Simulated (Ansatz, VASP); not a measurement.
# Cross-check of ScHg between VASP and Ansatz, part 2 of 2

Wanted: the spread between two codes on one cell, functional and k mesh. The cell is taken from a series of runs on this material, whose earlier steps may have relaxed, scaled, displaced or heated it; both programs get it as it stands.

VASP 6.6.1 and Ansatz 0.2.0.

So far: Starting point; Ansatz: relaxation of cell and atoms, PBEsol; VASP: relaxation of cell and atoms, PBEsol; Comparison.

### Step 5. Ansatz: zone-centre phonons, PBEsol

Level of this step: Ansatz beside VASP: Kohn-Sham DFT, plane waves, PBEsol (Ansatz).

Second derivatives magnify differences that forces hide, and they need a tight electronic threshold.

The cell is taken from a series of runs on this material, whose earlier steps may have relaxed, scaled, displaced or heated it; both programs get it as it stands.

input.yaml

```yaml
crystal:
  lattice:
    - [3.466997745, 0.0, 0.0]
    - [0.0, 3.466997745, 0.0]
    - [0.0, 0.0, 3.466997745]
  atoms:
    - { symbol: Sc, position: [0.5, 0.5, 0.5] }
    - { symbol: Hg, position: [0.0, 0.0, 0.0] }
kpoints:
  mp_grid: { grid: [12, 12, 12] }
hamiltonian:
  xc: pbesol
  pseudopotentials: { kind: paw, azcp: { folder: soft_1 }, xc_functional: pbe }
scf:
  occupations: { method: methfessel_paxton, width: 0.2 }
output:
  eigenvalues: true
phonons:
  method: dfpt
```

Command:

```console
> ansatz run input.yaml --threads 4 --pin off --max-ram 10240MiB --backend cpu --events-out ev --progress --plain --runs-dir out
```

Numbers of over 12 decimals in the logs are rounded to 6 here.

The log of the run:

```text
[...]
Crystal: 2 atoms, lattice volume = 41.674 Å³
Basis set: ecut = 420 eV, 799 PW (Γ), exchange–correlation on 48×48×48 points (8 copies of the dense FFT grid, shifted against one another)
Bands: 20, of which v1, the nominal top of the filled ones, is band 16 counted from 1 (15 counted from 0)
Symmetry: 48 space group operations
k-points: 196 of 1728 (irreducible under 8 space group operations, time reversal used)
[...]
k mesh reduced under 8 symmetry operations, with k and −k counted as one. Each operation leaves every solved perturbation unchanged. A smaller set is not used because it would not reduce the number of displacements times k-points to solve
  ASR residual: 9.059e-6 → 0.000e0 eV/Å²; symmetrization residual: 1.641e-6 eV/Å²
  ASR residual per site (eV/Å²): 9.06e-6 6.81e-7
  Γ frequencies (cm⁻¹): 0.00 0.00 0.00 146.21 146.21 146.21
  non-analytic LO–TO correction: not included (Born effective charges unavailable; polar crystals: no LO–TO splitting at Γ)
[key lines of the parts left out:]
SCF converged after 11 iterations
Free energy (F): -15782.430225 eV
Fermi energy:    14.589474 eV
```

### Step 6. VASP: zone-centre phonons, PBEsol

The same cell, functional, mesh and smearing now go to VASP, with its own data sets.

INCAR

```
SYSTEM = ScHg
PREC = Accurate
ENCUT = 500
EDIFF = 1E-08
NELM = 120
ISMEAR = 1
SIGMA = 0.2
LREAL = .FALSE.
ALGO = Normal
GGA = PS
NBANDS = 17
LASPH = .TRUE.
LORBIT = 11
LWAVE = .FALSE.
LCHARG = .FALSE.
ISIF = 2
IBRION = 8
GGA_COMPAT = .FALSE.
KPAR = 2
```

POSCAR

```
ScHg
1.0
    3.4669977450      0.0000000000      0.0000000000
    0.0000000000      3.4669977450      0.0000000000
    0.0000000000      0.0000000000      3.4669977450
Sc Hg
1 1
Direct
    0.5000000000      0.5000000000      0.5000000000
    0.0000000000      0.0000000000      0.0000000000
```

KPOINTS

```
Automatic mesh
0
Gamma
12 12 12
0 0 0
```

PAW data sets: Sc_sv and Hg (PBE family, release 64).

Command:

```console
> mpirun -np 2 vasp_std
```

The log of the run:

```text
[banner, memory and clock lines left out]
running    2 mpi-ranks, on    1 nodes
[...]
[... a notice as in an earlier step ...]

 LDA part: xc-table for (Slater+PW92), standard interpolation
 POSCAR, INCAR and KPOINTS ok, starting setup
[...]
entering main loop
       N       E                     dE             d eps       ncg     rms          rms(c)
DAV:   1     0.244983788200E+03    0.24498E+03   -0.11637E+04  2880   0.136E+03
DAV:   2     0.291967075516E+01   -0.24206E+03   -0.23786E+03  2944   0.424E+02
DAV:   3    -0.916946474012E+01   -0.12089E+02   -0.11721E+02  3913   0.110E+02
DAV:   4    -0.937301344784E+01   -0.20355E+00   -0.20292E+00  3810   0.143E+01
[...]
DAV:  13    -0.825420322716E+01    0.84714E-07   -0.25332E-07  3817   0.565E-03    0.678E-04
DAV:  14    -0.825420328221E+01   -0.55051E-07   -0.84498E-08  3365   0.283E-03    0.816E-05
DAV:  15    -0.825420327462E+01    0.75920E-08   -0.19531E-09  1491   0.640E-04
   1 F= -.82542033E+01 E0= -.82533335E+01  d E =-.260921E-02
[...]
RMM:  14    -0.758929069963E+00   -0.72281E-07   -0.12773E-08 10793   0.230E-05    0.116E-06
RMM:  15    -0.758929035305E+00    0.34658E-07   -0.36094E-09  9248   0.131E-05    0.252E-07
RMM:  16    -0.758929043219E+00   -0.79140E-08   -0.52433E-09  6703   0.816E-06    0.220E-07
 first order change of Fermi-energy   0.10208E-02
 force on displaced ion       1 direction 1 :  -2.940   0.000  -0.000
 Linear response progress:
  Degree of freedom:   2/  2
       N       E                     dE             d eps       ncg     rms          rms(c)
RMM:   1    -0.367975504985E+00   -0.36798E+00   -0.13896E-01 12044   0.250E+00
RMM:   2    -0.368509746747E+00   -0.53424E-03   -0.31932E-03  9861   0.477E-01    0.583E-02
RMM:   3    -0.368330828585E+00    0.17892E-03   -0.22959E-04 10766   0.101E-01    0.351E-02
RMM:   4    -0.368130731612E+00    0.20010E-03   -0.15426E-04 10471   0.814E-02    0.112E-02
[...]
RMM:  13    -0.368152362893E+00    0.59232E-07   -0.70422E-11 10840   0.128E-05    0.256E-06
RMM:  14    -0.368152375802E+00   -0.12909E-07   -0.72583E-11  9524   0.448E-06    0.978E-07
RMM:  15    -0.368152383296E+00   -0.74938E-08   -0.74183E-11  7219   0.265E-06    0.113E-07
 first order change of Fermi-energy  -0.57448E-03
 force on displaced ion       2 direction 1 :  -2.940  -0.000   0.000
 Linear response finished
```

Parts of OUTCAR (step 6):

```text
  Total        0.0518003      0.0518003      0.0518003     -0.0000000     -0.0000000      0.0000000
  in kB        1.9915067      1.9915067      1.9915067     -0.0000000     -0.0000000      0.0000000
  external PRESSURE =       1.9915067 kB  Pullay stress =       0.0000000 kB

 POSITION                                       TOTAL-FORCE (eV/Angst)
 -----------------------------------------------------------------------------------
      1.73350      1.73350      1.73350         0.000000      0.000000      0.000000
      0.00000      0.00000      0.00000         0.000000      0.000000      0.000000
 -----------------------------------------------------------------------------------
    total drift:                                0.000000      0.000000      0.000000

[... 1 part as in an earlier step ...]

[... 1 further part left out ...]
```

### Step 7. Comparison

What differs besides the data sets and the points named for the pairs above, as far as they apply: the data sets hold 31 valence electrons in Ansatz (on its PAW soft_1 files) and 23 in VASP. Total energies have different zeros and are not compared.

Compared:

```csv
quantity,Ansatz,VASP,difference
optical mode 1 to 3 (cm⁻¹),146.2,147.5,-0.90 %
```

Modes are paired by rising frequency, not by their patterns, so a pair may set unlike modes beside each other; they are those without the splitting of longitudinal modes.

### Step 8. Results

| Quantity | Value |
| --- | --- |
| difference in volume (relaxation of cell and atoms, PBEsol) | -0.22 % |
| r.m.s. difference of the optical zone-centre modes, each program's sorted by frequency (zone-centre phonons, PBEsol) | 1.3 cm⁻¹ |
| difference in optical mode 1 to 3 (zone-centre phonons, PBEsol) | -0.9 % |

In words: The difference in volume is -0.22 % (relaxation of cell and atoms, PBEsol), within the 1.2 % picked in this series as the mark of a large difference, as far as the stopping tolerances let one tell. The data sets hold unlike numbers of valence electrons (31 in Ansatz and 23 in VASP), so part of the differences comes from the potentials. Among the rows given in per cent, the largest difference of the zone-centre phonons, PBEsol pair is in optical mode 1 to 3, -0.9 %. Such differences can come from data sets, numerical settings and the points named under the comparisons, not from the functional's error against experiment.

[Lines on the potential files, build, host, timing and source positions are cut from VASP's logs without a mark.]

[Logs are printed without paths, hosts, clocks, repeated set-up lines and the standing remarks that a program may print on its own settings, such as how far it seeks lower states.]

[Hosts, paths, dates, database ids (printed as entryN), source tags and the programs' standing remarks are cut or masked in the printed files.]
